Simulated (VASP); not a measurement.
Crystal: W.

```xyz
1
Lattice="-1.5823 1.5823 1.5823 1.5823 -1.5823 1.5823 1.5823 1.5823 -1.5823" Properties=species:S:1:pos:R:3 pbc="T T T"
W     0.0000    0.0000    0.0000
```

- Program: VASP 6.6.1
- Task: relaxation of cell and atoms
- Functional: LDA
- Potentials or basis: VASP PAW LDA potentials, release 64 (W_sv)
- Cutoff: 520 eV
- k mesh: 18 × 18 × 18
- Occupations: gaussian, width 0.1 eV
- Spin: no spin polarisation

At the start: pressure -7.0 GPa; volume 15.85 Å³/atom.

Problem. Where does the relaxation end?

Solution. Over 7 steps the energy falls by 7.5 meV/atom and the volume is 15.51 Å³/atom (-2.1 %); space group Im-3m (No. 229, to 0.05 Å).

The path:
```
step  energy change (eV)  largest force (eV/Å)  pressure (GPa)  volume (Å³)
   1              0.0000                0.0000           -6.99        15.85
   2              0.1025                0.0000           31.60        14.31
   3             -0.0075                0.0000           -0.26        15.52
   4             -0.0075                0.0000           -0.05        15.51
   5             -0.0075                0.0000            0.11        15.50
   6             -0.0075                0.0000           -0.31        15.52
   7             -0.0075                0.0000            0.00        15.51
```

Final structure:
```cif
data_structure
_symmetry_space_group_name_H-M 'P 1'
_symmetry_Int_Tables_number 1
_cell_length_a 2.7210
_cell_length_b 2.7210
_cell_length_c 2.7210
_cell_angle_alpha 109.471
_cell_angle_beta 109.471
_cell_angle_gamma 109.471
_cell_volume 15.51
loop_
_atom_site_label
_atom_site_type_symbol
_atom_site_fract_x
_atom_site_fract_y
_atom_site_fract_z
_atom_site_occupancy
W1 W 0.00000 0.00000 0.00000 1
```
